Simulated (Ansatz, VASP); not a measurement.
## One calculation of SiPbO2, two programs

INCAR

```
SYSTEM = SiPbO2
PREC = Accurate
ENCUT = 520
EDIFF = 1E-6
ISMEAR = 0
SIGMA = 0.1
LREAL = .FALSE.
LASPH = .TRUE.
NELM = 100
ALGO = Normal
ISIF = 2
LWAVE = .FALSE.
LCHARG = .FALSE.
GGA = PE
NBANDS = 40
```

The input KPOINTS:

```
Automatic mesh
0
G
  6 6 2
  0 0 0
```

POSCAR

```
SiPbO2
1.0
    2.6123874500      0.0000000000      0.0000000000
   -1.3061937200      2.2623938900      0.0000000000
    0.0000000000      0.0000000000     10.0598458500
Si Pb O
2 2 4
Direct
    0.6666666700      0.3333333300      0.0880720300
    0.3333333300      0.6666666700      0.5880720300
    0.6666666700      0.3333333300      0.3380720300
    0.3333333300      0.6666666700      0.8380720300
    0.3333333300      0.6666666700      0.1761440500
    0.0000000000      0.0000000000      0.0000000000
    0.6666666700      0.3333333300      0.6761440500
    0.0000000000      0.0000000000      0.5000000000
```

Input for Ansatz:

```yaml
crystal:
  lattice:
    - [2.61238745, 0.0, 0.0]
    - [-1.30619372, 2.26239389, 0.0]
    - [0.0, 0.0, 10.05984585]
  atoms:
    - { symbol: Si, position: [0.66666667, 0.33333333, 0.08807203] }
    - { symbol: Si, position: [0.33333333, 0.66666667, 0.58807203] }
    - { symbol: Pb, position: [0.66666667, 0.33333333, 0.33807203] }
    - { symbol: Pb, position: [0.33333333, 0.66666667, 0.83807203] }
    - { symbol: O, position: [0.33333333, 0.66666667, 0.17614405] }
    - { symbol: O, position: [0.0, 0.0, 0.0] }
    - { symbol: O, position: [0.66666667, 0.33333333, 0.67614405] }
    - { symbol: O, position: [0.0, 0.0, 0.5] }
basis:
  ecutwfc: 420
kpoints:
  mp_grid: { grid: [6, 6, 2] }
hamiltonian:
  xc: pbe
scf:
  occupations: { method: gaussian, width: 0.1 }
  lower_state_search: "off"
output:
  forces: true
  stress: true
  eigenvalues: true
```

Alike in both runs: task single point; functional PBE; k mesh 6 × 6 × 2; occupations gaussian, width 0.1 eV; no spin polarisation.

|  | VASP | Ansatz |
| --- | --- | --- |
| version | VASP 6.6.1 | Ansatz 0.2.0 |
| potentials or method | VASP PAW PBE potentials, release 64 (Si, Pb_d, O) | scalar-relativistic, plane waves, PAW |
| plane-wave cutoff (eV) | 520 | 420 |
| valence electrons in the cell | 60 | 60 |

|  | VASP | Ansatz | Ansatz less VASP |
| --- | --- | --- | --- |
| gap on the k mesh at the Fermi level (eV) | none | none | - |
| rms of the force components (eV/Å) | 2.737 | 2.751 | +0.0141 |

Atom by atom the forces differ by 0.014 eV/Å (rms over components). A gap of «none» marks a metal or a gap that the smearing closes. The functional is the same, so the differences come from potentials, cutoffs and numerics.

Caveats: the k mesh is coarse (spacing up to 0.46 Å⁻¹), so the values aren't converged; forces of over 1 eV/Å show positions far from the minimum, so gaps and moduli don't describe the material at rest. Spin-orbit coupling is left out, which matters for the levels of Pb.
